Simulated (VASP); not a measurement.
# SiBi (Fm-3m) in VASP: settings compared

The runs below take SiBi through single point, with PBE, HSE06.

Program: VASP 6.6.1. These are calculated values, not measurements. Logs are shortened: lines on timing, memory, paths and dates and some standing lists are left out, and cuts for length are marked.

### Step 1. The crystal as given

The structure is cubic, space group Fm-3m (No. 225). The conventional cell has a = 5.847 Å, b = 5.847 Å, c = 5.847 Å, α = 90.00°, β = 90.00°, γ = 90.00°. Bi (site symmetry m-3m) is surrounded by 6 Si at 2.92 Å. Around Si (site symmetry m-3m) lie 6 Bi at 2.92 Å.

The cell was built by a generator and needn't be a form met in nature.

### Step 2. Single point, PBE

Input file INCAR:

```
SYSTEM = SiBi
PREC = Accurate
ENCUT = 520
EDIFF = 1E-7
ISMEAR = -1
SIGMA = 0.128
LREAL = .False.
LASPH = .True.
NELM = 80
ALGO = Fast
ISIF = 2
LWAVE = .False.
LCHARG = .True.
GGA = PE
LELF = .True.
LVHAR = .True.
NBANDS = 16
```

Input file KPOINTS:

```
regular mesh
0
Gamma
  10 10 10
  0 0 0
```

Input file POSCAR:

```
SiBi
1.0
    0.0000000000      2.9236910000      2.9236910000
    2.9236910000      0.0000000000      2.9236910000
    2.9236910000      2.9236910000      0.0000000000
Bi Si
1 1
Direct
    0.0000000000      0.0000000000      0.0000000000
    0.5000000000      0.5000000000      0.5000000000
```

Potentials or basis: VASP PAW PBE potentials, release 64 (Bi_d, Si).

The run is started by

```bash
$ cat potpaw_PBE.64/Bi_d/POTCAR potpaw_PBE.64/Si/POTCAR > POTCAR
$ mpirun -np 1 vasp_std > vasp.out
```

OUTCAR:

```text
SYSTEM = SiBi
   PREC = Accurate
   ENCUT = 520
   EDIFF = 1E-7
   ISMEAR = -1
   LREAL = .False.
   LASPH = .True.
   NELM = 80
   ISIF = 2
   GGA = PE

 ion  position               nearest neighbor table
   1  0.000  0.000  0.000-   2 2.92   2 2.92   2 2.92   2 2.92   2 2.92   2 2.92
   2  0.500  0.500  0.500-   1 2.92   1 2.92   1 2.92   1 2.92   1 2.92   1 2.92

  LATTYP: Found a face centered cubic cell.
 ALAT       =     5.8473820000

  Lattice vectors:

 A1 = (   0.0000000000,   2.9236910000,   2.9236910000)
 A2 = (   2.9236910000,   0.0000000000,   2.9236910000)
 A3 = (   2.9236910000,   2.9236910000,   0.0000000000)

Analysis of symmetry for initial positions (statically):
=====================================================================
 Subroutine PRICEL returns:
 Original cell was already a primitive cell.

 Routine SETGRP: Setting up the symmetry group for a
 face centered cubic supercell.

 Subroutine GETGRP returns: Found 48 space group operations
 (whereof 48 operations were pure point group operations)
 out of a pool of 48 trial point group operations.

The static configuration has the point symmetry O_h .

Analysis of symmetry for dynamics (positions and initial velocities):
=====================================================================
 Subroutine PRICEL returns:
 Original cell was already a primitive cell.

 Routine SETGRP: Setting up the symmetry group for a
 face centered cubic supercell.

 Subroutine GETGRP returns: Found 48 space group operations
 (whereof 48 operations were pure point group operations)
 out of a pool of 48 trial point group operations.

The dynamic configuration has the point symmetry O_h .

 Subroutine INISYM returns: Found 48 space group operations
 (whereof 48 operations are pure point group operations),
 and found     1 'primitive' translations

----------------------------------------------------------------------------------------

                                     Primitive cell

  volume of cell :      49.9832

  direct lattice vectors                    reciprocal lattice vectors
     0.000000000  2.923691000  2.923691000    -0.171016705  0.171016705  0.171016705
     2.923691000  0.000000000  2.923691000     0.171016705 -0.171016705  0.171016705
     2.923691000  2.923691000  0.000000000     0.171016705  0.171016705 -0.171016705

  length of vectors
[... 75 lines left out ...]
   ICHARG =      2    charge: 1-file 2-atom 10-const
   ISPIN  =      1    spin polarized calculation?
   LNONCOLLINEAR =      F non collinear calculations
   LSORBIT =      F    spin-orbit coupling
   LASPH  =      T    aspherical Exc in radial PAW
   ENCUT  =  520.0 eV  38.22 Ry    6.18 a.u.   7.69  7.69  7.69*2*pi/ulx,y,z
   NELM   =     80;   NELMIN=  2; NELMDL= -5     # of ELM steps
   EDIFF  = 0.1E-06   stopping-criterion for ELM
   LREAL  =      F    real-space projection
   EDIFFG = 0.1E-05   stopping-criterion for IOM
   NSW    =      0    number of steps for IOM
   IBRION =     -1    ionic relax: 0-MD 1-quasi-New 2-CG
   NFREE  =      0    steps in history (QN), initial steepest desc. (CG)
   ISIF   =      2    stress and relaxation
   ISYM   =      2    0-nonsym 1-usesym 2-fastsym
   POTIM  = 0.5000    time-step for ionic-motion
   TEBEG  =    0.0;   TEEND  =   0.0 temperature during run
   PSTRESS=    0.0 pullay stress
   NELECT =      19.0000    total number of electrons
   NUPDOWN=      -1.0000    fix difference up-down
   EMIN   =  10.00;   EMAX   =-10.00  energy-range for DOS
   EFERMI =   0.00;   METHOD = LEGACY
   ISMEAR =    -1;   SIGMA  =   0.13  broadening in eV -4-tet -1-fermi 0-gaus
   EFERMI_NEDOS =   21; number of points for ismear=-14 and -15
   IALGO  =     68    algorithm
   IMIX   =      4    mixing-type and parameters
     AMIX     =   0.40;   BMIX     =  1.00
     AMIX_MAG =   1.60;   BMIX_MAG =  1.00
  volume/ion in A,a.u.               =      24.99       168.65
  Fermi-wavevector in a.u.,A,eV,Ry     =   1.185909  2.241042 19.134952  1.406379
  Thomas-Fermi vector in A             =   2.322092
   LORBIT       =      0    0 simple, 1 ext, 2 COOP (PROOUT), +10 PAW based schemes
   GGA     = PE    functional components
   LHFCALC =     F    Hartree Fock is set to
   AEXX    =    0.0000 exact exchange contribution
   IVDW    =     0    specifies the selected vdW correction
   LEPSILON=     F    determine dielectric tensor
   LRPA    =     F    only Hartree local field effects (RPA)
 non-spin polarized calculation
 RMM-DIIS sequential band-by-band and
  energy-cutoff  :      520.00
  volume of cell :       49.98
 maximum number of plane-waves:      1363
   NGX = 15   NGY = 15   NGZ = 15

 number of electron      18.9999997 magnetization

 Free energy of the ion-electron system (eV)
  ---------------------------------------------------
  ext. energy  EPLUGINS =         0.00000000
  ---------------------------------------------------
  free energy    TOTEN  =        -8.46102886 eV

  energy without entropy =       -8.40672892  energy(sigma->0) =       -8.43387889

 E-fermi :   7.3231     XC(G=0): -10.1208

 val. band max:        7.1857087452   @ k =  -0.4000   0.3000   0.1000
 cond. band min:       7.3324105419   @ k =  -0.3000   0.2000   0.0000
 fundamental gap:      0.1467017967
 Fermi energy:         7.3231316870

 k-point     1 :       0.0000    0.0000    0.0000
  band No.  band energies     occupation
      1     -15.3977      2.00000
      2     -15.3977      2.00000
      3     -15.3873      2.00000
      4     -15.3873      2.00000
      5     -15.3873      2.00000
      6      -5.8340      2.00000
[... 433 lines left out ...]
      3     -15.3874      2.00000
      4     -15.3601      2.00000
      5     -15.3588      2.00000
      6      -4.0793      2.00000
[... 8 lines left out ...]
     15      17.3564      0.00000
     16      18.1113      0.00000

 [... further k-points ...]
[... 5 lines left out ...]
  --------------------------------------------------------------------------------------
  -------------------------------------------------------------------------------------
  Total        0.3382867      0.3382867      0.3382867      0.0000000     -0.0000000      0.0000000
  in kB       10.8435397     10.8435397     10.8435397      0.0000000     -0.0000000      0.0000000
  external PRESSURE =      10.8435397 kB  Pullay stress =       0.0000000 kB

 VOLUME and BASIS-vectors are now :
 -----------------------------------------------------------------------------
  energy-cutoff  :      520.00
  volume of cell :       49.98
      direct lattice vectors                 reciprocal lattice vectors
     0.000000000  2.923691000  2.923691000    -0.171016705  0.171016705  0.171016705
     2.923691000  0.000000000  2.923691000     0.171016705 -0.171016705  0.171016705
     2.923691000  2.923691000  0.000000000     0.171016705  0.171016705 -0.171016705

 POSITION                                       TOTAL-FORCE (eV/Angst)
 -----------------------------------------------------------------------------------
      0.00000      0.00000      0.00000        -0.000000     -0.000000      0.000000
      2.92369      2.92369      2.92369         0.000000      0.000000     -0.000000
 -----------------------------------------------------------------------------------
    total drift:                                0.000000     -0.000000     -0.000000

  FREE ENERGIE OF THE ION-ELECTRON SYSTEM (eV)
  ---------------------------------------------------
  free  energy   TOTEN  =        -8.4610288613 eV

  energy  without entropy=       -8.4067289189  energy(sigma->0) =       -8.43387889
```

OSZICAR:

```text
N       E                     dE             d eps       ncg     rms          rms(c)
DAV:   1     0.133680274531E+03    0.13368E+03   -0.93868E+03  1512   0.123E+03
DAV:   2    -0.448180839764E+00   -0.13413E+03   -0.13096E+03  1656   0.337E+02
DAV:   3    -0.832047083512E+01   -0.78723E+01   -0.78217E+01  2016   0.800E+01
DAV:   4    -0.849570118289E+01   -0.17523E+00   -0.17520E+00  1856   0.131E+01
DAV:   5    -0.850402378486E+01   -0.83226E-02   -0.83225E-02  2216   0.253E+00    0.194E+00
RMM:   6    -0.846075947054E+01    0.43264E-01   -0.59680E-02  1830   0.218E+00    0.113E+00
RMM:   7    -0.846064080184E+01    0.11867E-03   -0.23923E-02  1697   0.103E+00    0.427E-01
RMM:   8    -0.846096066976E+01   -0.31987E-03   -0.33410E-03  1886   0.682E-01    0.755E-02
RMM:   9    -0.846100514991E+01   -0.44480E-04   -0.12220E-03  2082   0.309E-01    0.462E-02
RMM:  10    -0.846102326958E+01   -0.18120E-04   -0.32278E-04  2011   0.206E-01    0.152E-02
RMM:  11    -0.846102760266E+01   -0.43331E-05   -0.12245E-04  2467   0.102E-01    0.567E-03
RMM:  12    -0.846102880067E+01   -0.11980E-05   -0.17926E-05  2310   0.421E-02    0.117E-03
RMM:  13    -0.846102889051E+01   -0.89837E-07   -0.36647E-06  2363   0.150E-02    0.629E-04
RMM:  14    -0.846102886125E+01    0.29256E-07   -0.44791E-07  1373   0.565E-03
   1 F= -.84610289E+01 E0= -.84338789E+01  d E =-.542999E-01
```

stdout:

```text
POSCAR found type information on POSCAR BiSi
 POSCAR found :  2 types and       2 ions
 scaLAPACK will be used
 LDA part: xc-table for (Slater+PW92), standard interpolation
 POSCAR, INCAR and KPOINTS ok, starting setup
 FFT: planning ... GRIDC
 FFT: planning ... GRID_SOFT
 FFT: planning ... GRID
 WAVECAR not read
 entering main loop
WARNING in EDDRMM: call to ZHEGV failed, returncode =   8  4     15
WARNING in EDDRMM: call to ZHEGV failed, returncode =   6  3     15
```

Run time: 36 s. Hardware: 1 thread of Intel Xeon 6975P-C (Granite Rapids), shared host; peak memory 0.19 GiB.

What came out:

```yaml
Free_energy: -8.4610 eV
Pressure: 1.1 GPa
Band_gap_on_the_k_mesh: none (metal or under the smearing width)
```

Levels at points of the mesh, in eV from the Fermi level:
```tsv
k point	band 8	band 9	band 10	band 11	band 12	band 13
(0.00, 0.00, 0.00)	-0.68	-0.68	-0.68	4.79	4.79	4.79
(0.50, 0.00, 0.00)	0.10	0.10	0.58	0.58	1.15	1.38
(0.50, 0.50, 0.00)	-5.54	-3.03	-3.03	2.48	7.14	7.14
```

Caveat: spin-orbit coupling is left out, which moves the levels of the heavy elements.

### Step 3. Single point, HSE06

POSCAR is that of step 2.

Input file INCAR.step1:

```
PREC = Accurate
ENCUT = 520
EDIFF = 1E-5
ISMEAR = -1
SIGMA = 0.128
LREAL = F
LASPH = T
NELM = 60
ALGO = Normal
ISIF = 2
LWAVE = T
LCHARG = F
NBANDS = 16
GGA = PE
```

Input file INCAR.step2:

```
PREC = Accurate
ENCUT = 520
EDIFF = 1E-6
ISMEAR = -1
SIGMA = 0.128
LREAL = F
LASPH = T
NELM = 60
ALGO = Normal
ISIF = 2
LWAVE = F
LCHARG = F
GGA = PE
LHFCALC = T
HFSCREEN = 0.2079
PRECFOCK = Normal
NBANDS = 16
ISTART = 1
```

Input file KPOINTS:

```
regular mesh
0
Gamma
  3 3 3
```

Potentials or basis: VASP PAW PBE potentials, release 64 (Bi_d, Si).

The run is started by

```bash
$ cat potpaw_PBE.64/Bi_d/POTCAR potpaw_PBE.64/Si/POTCAR > POTCAR
$ cp INCAR.step1 INCAR
$ mpirun -np 1 vasp_std > vasp.out
$ cp INCAR.step2 INCAR
$ mpirun -np 1 vasp_std > vasp.out
```

It took 2.1 min on 1 thread of Intel Xeon Platinum 8488C (Sapphire Rapids), shared host; peak memory 0.27 GiB.

Results (log left out):

```yaml
Free_energy: -9.6973 eV
Pressure: -0.3 GPa
Band_gap_on_the_k_mesh: none (metal or under the smearing width)
```

Levels at points of the mesh, in eV from the Fermi level:
| k point | band 8 | band 9 | band 10 | band 11 | band 12 | band 13 |
| --- | --- | --- | --- | --- | --- | --- |
| (0.00, 0.00, 0.00) | -0.47 | -0.47 | -0.47 | 5.86 | 5.86 | 5.86 |

Caveat: the k mesh is coarse (spacing up to 0.62 Å⁻¹), so the values aren't converged, least of all with exact exchange; the PAW data sets were made with another functional, which shifts forces and pressure a little; spin-orbit coupling is left out, which moves the levels of the heavy elements.
